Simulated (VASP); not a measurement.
VASP ran on this input.

KPOINTS:
```
K-points
0
G
  11 11 11
0 0 0
```

INCAR:
```
# general
SYSTEM  = TiCo
PREC    = Accurate
ENCUT   = 400   # plane-wave cut-off (eV)
LREAL   = .False.
LASPH   = .True.   # aspherical one-centre terms

# electronic loop
EDIFF   = 1E-6
NELM    = 100
ALGO    = Normal   # blocked Davidson
LMAXMIX = 4

# smearing
ISMEAR  = 1   # Methfessel-Paxton
SIGMA   = 0.1   # width (eV)

# functional
GGA     = PS   # PBEsol

# ions
IBRION  = 2
NSW     = 60   # most ionic steps
ISIF    = 3   # ions, shape and volume
EDIFFG  = -0.01   # ionic stop

# output
LWAVE   = .False.
LCHARG  = .False.
```

**POSCAR**
```
TiCo
1
    2.9287095211    -0.0000000000    -0.0000000000
    0.0000000000     2.9287095211     0.0000000000
   -0.0000000000     0.0000000000     2.9287095211
Ti Co
1 1
Direct
  0.0000000000   0.0000000000   0.0000000000
  0.5000000000   0.5000000000   0.5000000000
```

POTCAR, in this order: Ti_sv Co (PBE.64 set). Program: vasp_std.

Problem. Write an equivalent input for Ansatz.

Solution. One equivalent input (not run):
Ansatz 0.2 input:
```yaml
crystal:
  lattice:
    - [2.9287095, 0.0000000, 0.0000000]
    - [0.0000000, 2.9287095, 0.0000000]
    - [0.0000000, 0.0000000, 2.9287095]
  atoms:
    - { symbol: Ti, position: [0.0000000, 0.0000000, 0.0000000] }
    - { symbol: Co, position: [0.5000000, 0.5000000, 0.5000000] }
kpoints:
  mp_grid: { grid: [11, 11, 11] }
hamiltonian:
  xc: pbesol
  pseudopotentials: { kind: paw }
scf:
  occupations: { method: methfessel_paxton, width: 0.1 }
  max_iter: 100
relax:
  max_steps: 60
  f_tol: 0.01
  cell: {}
output: { forces: true, stress: true, eigenvalues: true }
```
Limits of the translation: each code has its own PAW files, so the cut-off isn't converted (ENCUT is set for VASP's; basis.ecutwfc is left out, and Ansatz then takes the one that its files recommend); Ansatz stops its SCF on the density residual and VASP on the energy change (EDIFF).

The compound is TiCo in the CsCl type structure. This run relaxes it. Symmetry was kept, so distortions that lower it aren't found. The start is the result of an earlier pass.
